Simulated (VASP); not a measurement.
VASP ran on this input.

**KPOINTS**
```
Automatic mesh
0
Gamma
8 8 2
0 0 0
```

**INCAR**
```
ALGO = Normal
EDIFF = 1E-6
ENCUT = 300
GGA = PE
ISIF = 2
ISMEAR = 0
LASPH = .TRUE.
LCHARG = .FALSE.
LMAXMIX = 6
LREAL = .FALSE.
LWAVE = .FALSE.
NELM = 100
PREC = Accurate
SIGMA = 0.01
SYSTEM = WS2
```

### POSCAR
```
WS2
25.956560
  0.1226749616   0.0000000000   0.0000000000
 -0.0613374808   0.1062396173   0.0000000000
  0.0000000000   0.0000000000   0.5000000000
W S
2 4
Direct
  0.2952840000   0.6296950000   0.2464380000
  0.6465870000   0.3280200000   0.7588910000
  0.3440120000   0.6682710000   0.6358650000
  0.7028810000   0.3560230000   0.3577490000
  0.6890330000   0.3650650000   0.1288760000
  0.3222030000   0.6529270000   0.8721810000
```

POTCAR, in this order: W_sv S (PBE.64 set). Program: vasp_std.

Write an equivalent input for Quantum ESPRESSO's pw.x.

One equivalent input (not run):
```
&CONTROL
  calculation = 'scf'
  pseudo_dir = './pseudo'
  outdir = './out'
  tprnfor = .true.
  tstress = .true.
/
&SYSTEM
  ibrav = 0
  nat = 6
  ntyp = 2
  ecutwfc = 74
  occupations = 'smearing'
  smearing = 'gaussian'
  degauss = 0.000735
  input_dft = 'pbe'
/
&ELECTRONS
  conv_thr = 7.3e-08
  electron_maxstep = 100
/
ATOMIC_SPECIES
  W 183.840 W.upf
  S 32.060 S.upf
CELL_PARAMETERS angstrom
     3.1842200    0.0000000    0.0000000
    -1.5921100    2.7576150    0.0000000
     0.0000000    0.0000000   12.9782800
ATOMIC_POSITIONS crystal
  W    0.2952840  0.6296950  0.2464380
  W    0.6465870  0.3280200  0.7588910
  S    0.3440120  0.6682710  0.6358650
  S    0.7028810  0.3560230  0.3577490
  S    0.6890330  0.3650650  0.1288760
  S    0.3222030  0.6529270  0.8721810
K_POINTS automatic
  8 8 2 0 0 0
```
Limits of the translation: the potentials are each code's own (VASP's PAW set, PseudoDojo norm-conserving files in pw.x), so ENCUT and ecutwfc are chosen apart and not converted; conv_thr bounds pw.x's estimated SCF error, while EDIFF bounds the energy change between steps.

The structure comes from a computed database's WS2 entry; how it stands against other phases isn't given here. The cell was not relaxed at this level.
